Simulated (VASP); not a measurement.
Data:

```yaml
crystal:
  lattice:
    - [0.00000, 3.20223, 3.20223]
    - [3.20223, 0.00000, 3.20223]
    - [3.20223, 3.20223, 0.00000]
  atoms:
    - { symbol: Mg, position: [0.25000, 0.25000, 0.25000] }
    - { symbol: Mg, position: [0.75000, 0.75000, 0.75000] }
    - { symbol: Si, position: [0.00000, 0.00000, 0.00000] }
```

Level of theory: revPBE GGA, VASP's PBE PAW potentials (set 64) (plane waves; VASP 6.6.1). Settings: 520 eV cut-off, 7×7×7 Γ-centred mesh, tetrahedra with Blöchl corrections, potentials Mg Si.

Question: Predict the energy per atom (σ→0).

Answer: 
The energy per atom (σ→0) is -2.799 eV/atom.

The absolute energy has meaning only against runs of the same code, potentials and settings.

The compound is Mg2Si in the antifluorite structure. It was relaxed first.
